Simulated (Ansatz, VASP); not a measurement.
ScTa2: VASP beside Ansatz

INCAR

```
ALGO     = Normal         # electronic algorithm
EDIFF    = 1E-6           # SCF threshold, eV
ENCUT    = 520            # plane-wave cutoff, eV
GGA      = PE             # functional
ISIF     = 2              # what is computed and relaxed
ISMEAR   = 0              # smearing method
LASPH    = True           # aspherical terms in the spheres
LCHARG   = True           # write CHGCAR
LELF     = True           # ELF
LREAL    = False          # projectors in reciprocal space
LVHAR    = True         
LWAVE    = False          # write WAVECAR
NBANDS   = 42             # bands
NELM     = 60             # most SCF steps
PREC     = Accurate       # precision mode
SIGMA    = 0.1            # smearing width, eV
```

File KPOINTS:

```
k-points
0
Gamma
  6 6 4
```

File POSCAR:

```
ScTa2
1.0
    4.7465276700      0.0000000000      0.0000000000
   -2.3732638300      4.1106135400      0.0000000000
    0.0000000000      0.0000000000      5.9170649600
Sc Ta
2 4
Direct
    0.3333333300      0.6666666700      0.2500000000
    0.6666666700      0.3333333300      0.7500000000
    0.0000000000      0.0000000000      0.0000000000
    0.6666666700      0.3333333300      0.2500000000
    0.3333333300      0.6666666700      0.7500000000
    0.0000000000      0.0000000000      0.5000000000
```

Input for Ansatz:

```yaml
crystal:
  lattice:
    - [4.74652767, 0.0, 0.0]
    - [-2.37326383, 4.11061354, 0.0]
    - [0.0, 0.0, 5.91706496]
  atoms:
    - { symbol: Sc, position: [0.33333333, 0.66666667, 0.25] }
    - { symbol: Sc, position: [0.66666667, 0.33333333, 0.75] }
    - { symbol: Ta, position: [0.0, 0.0, 0.0] }
    - { symbol: Ta, position: [0.66666667, 0.33333333, 0.25] }
    - { symbol: Ta, position: [0.33333333, 0.66666667, 0.75] }
    - { symbol: Ta, position: [0.0, 0.0, 0.5] }
basis:
  ecutwfc: 420
kpoints:
  mp_grid: { grid: [6, 6, 4] }
hamiltonian:
  xc: pbe
scf:
  occupations: { method: gaussian, width: 0.1 }
  lower_state_search: "off"
output:
  forces: true
  stress: true
  eigenvalues: true
```

Change from the starting cell: species swapped into the Sm2In type (P6_3/mmc, No. 194).

Alike in both runs: task single point; functional PBE; k mesh 6 × 6 × 4; occupations gaussian, width 0.1 eV; no spin polarisation.

```csv
,VASP,Ansatz
version,VASP 6.6.1,Ansatz 0.2.0
potentials or method,"VASP PAW PBE potentials, release 64 (Sc_sv, Ta_pv)","scalar-relativistic, plane waves, PAW"
plane-wave cutoff (eV),520,420
valence electrons in the cell,66,74
```

Ansatz gave:

| Property | Result |
| --- | --- |
| gap on the k mesh at the Fermi level (eV) | none |
| pressure (GPa) | 0.8 |
| largest component of the traceless stress (GPa) | 7.16 |

Task: Which values does VASP return?

Result: gap on the k mesh at the Fermi level (eV): none; pressure (GPa): 0.9; largest component of the traceless stress (GPa): 7.21.

A gap of «none» marks a metal or a gap that the smearing closes. With one functional, cell and mesh, what is left measures potentials, basis and numerics. The two sets of potentials don't hold the same shells in valence.

Spin-orbit coupling is left out, which matters for the levels of Ta.
